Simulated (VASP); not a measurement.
The system is TiN.

```
Ti N
1.0
     0.00000    2.12000    2.12000
     2.12000    0.00000    2.12000
     2.12000    2.12000    0.00000
Ti N
1 1
Cartesian
  0.0000 0.0000 0.0000
  2.1200 2.1200 2.1200
```

The cell was built by a generator and needn't be a form met in nature.

- Program: VASP 6.6.1
- Task: relaxation of cell and atoms
- Functional: PBEsol
- Potentials or basis: VASP PAW PBE potentials, release 64 (Ti_sv, N)
- Cutoff: 600 eV
- k mesh: 16 × 16 × 16
- Occupations: methfessel-paxton, width 0.15 eV
- Spin: no spin polarisation

At the start: pressure -6.9 GPa; volume 9.53 Å³/atom.

Task: How do energy, volume and symmetry change on relaxing?

Result: Over 4 steps the energy falls by 5.3 meV/atom and the volume is 9.30 Å³/atom (-2.4 %); space group Fm-3m (No. 225, to 0.05 Å).

Step by step:
```tsv
step	energy change (eV)	largest force (eV/Å)	pressure (GPa)	volume (Å³)
1	0.0000	0.0000	-6.95	19.06
2	0.0144	0.0000	11.61	17.94
3	-0.0086	0.0000	-0.39	18.62
4	-0.0105	0.0000	-0.03	18.60
```

Final structure:
```
Ti N
1.0
     0.00000    2.10284    2.10284
     2.10284    0.00000    2.10284
     2.10284    2.10284    0.00000
Ti N
1 1
Direct
  0.00000 0.00000 0.00000
  0.50000 0.50000 0.50000
```

Caveat: the PAW data sets were made with another functional, which shifts forces and pressure a little.
